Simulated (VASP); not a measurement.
Here is the system:

```xyz
2
Lattice="0.0000 3.4202 3.4202 3.4202 0.0000 3.4202 3.4202 3.4202 0.0000" Properties=species:S:1:pos:R:3 pbc="T T T"
In     3.4202     3.4202     0.0000
Sb     1.7101     1.7101     1.7101
```

The numbers are results of vdW-DF2, VASP's PBE PAW potentials (set 64) (plane waves; VASP), not measurements. Settings: 520 eV cut-off, Gaussian smearing of 0.050 eV, potentials In_d Sb.

Q: Give the energies of bands 7 to 12 at the high-symmetry points, in eV from the Fermi level.

A: 
```csv
band,Γ,X,U,L,W
7,-1.34,-5.38,-5.28,-5.04,-5.31
8,0.00,-1.77,-2.45,-0.78,-2.25
9,0.00,-1.77,-1.50,-0.78,-2.12
10,0.00,1.26,1.54,0.13,2.80
11,2.91,1.50,3.32,3.71,3.77
12,2.91,7.04,5.57,3.71,3.86
```

It has no gap at this level: it comes out as a metal or semimetal.

The compound is InSb in the zinc blende structure. It was relaxed first, which changed the volume by +18 %.
